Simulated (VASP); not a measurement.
Input:

```
KMgH3
1.0
    3.96799     0.00000     0.00000
    0.00000     3.96799     0.00000
    0.00000     0.00000     3.96799
K Mg H
1 1 3
Cartesian
  0.00000   0.00000   0.00000
  1.98399   1.98399   1.98399
  1.98399   0.00000   1.98399
  0.00000   1.98399   1.98399
  1.98399   1.98399   0.00000
```

Method: PBEsol GGA, VASP's PBE PAW potentials (set 64) (plane waves; VASP). Numerical set-up: 400 eV cut-off, Gaussian smearing of 0.050 eV, potentials K_sv Mg H.

Task: Estimate the band gap (along the path) with the smallest direct gap where there is one.

Result: 
```
Item                                    Value
------------------------------------  -------
band gap (along the path)             2.39 eV
smallest direct gap (along the path)  4.59 eV
```

The structure comes from a computed database's KMgH3 entry (Pm-3m); how it stands against other phases isn't given here. It was relaxed first.
